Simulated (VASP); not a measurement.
Data:

```
InPd
1.0
    3.25000     0.00000     0.00000
    0.00000     3.25000     0.00000
    0.00000     0.00000     3.25000
In Pd
1 1
Direct
  0.50000   0.50000   0.50000
  0.00000   0.00000   0.00000
```

Calculation: MS2 meta-GGA, VASP's PBE PAW potentials (set 64) (plane waves; VASP). Numerical set-up: 520 eV cut-off, 13×13×13 Γ-centred mesh, tetrahedra with Blöchl corrections, potentials In_d Pd.

Unless said otherwise, spin-orbit coupling is left out, though it shifts the bands of the heavy elements here.

Q: Predict the energy per atom (σ→0), band gap (over mesh and band path) with the smallest direct gap where there is one.

A: 
```yaml
band gap (over mesh and band path): none (metal, semimetal or under 0.01 eV)
energy per atom (σ→0): -1.779 eV/atom
```

Only differences to runs with the same potentials and settings are physical.

The compound is PdIn in the CsCl type structure. The cell was not relaxed at this level. The electron count is odd and the run is not spin-polarised, which forces a metal.
